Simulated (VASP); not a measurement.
Given:

```xyz
6
Lattice="2.6474 -4.5855 0.0000 2.6474 4.5855 0.0000 0.0000 0.0000 4.2240" Properties=species:S:1:pos:R:3 pbc="T T T"
Co     1.3237    -2.2928     0.0000
Co     2.6474     0.0000     0.0000
Co     1.3237     2.2928     0.0000
Sn     0.0000     0.0000     0.0000
Sn     2.6474     1.5285     2.1120
Sn     2.6474    -1.5285     2.1120
```

These are PBE GGA, VASP's PBE PAW potentials (set 64) (plane waves; VASP) values and carry that method's errors. Run with 400 eV cut-off, 6×6×7 Γ-centred mesh, first-order Methfessel-Paxton smearing of 0.10 eV, potentials Co Sn_d.

Unless said otherwise, spin-orbit coupling is left out, though it shifts the bands of the heavy elements here.

Problem. Predict the energy per atom (σ→0), band gap (on the k-mesh) with the smallest direct gap where there is one.

Solution. 
band gap (on the k-mesh): none (metal, semimetal or under 0.01 eV)
energy per atom (σ→0): -5.542 eV/atom

The compound is CoSn in the sg191 structure. It was relaxed first. The start is the result of an earlier pass. The run is not spin-polarised, so no magnetic state was tried. The electron count is odd and the run is not spin-polarised, which forces a metal.
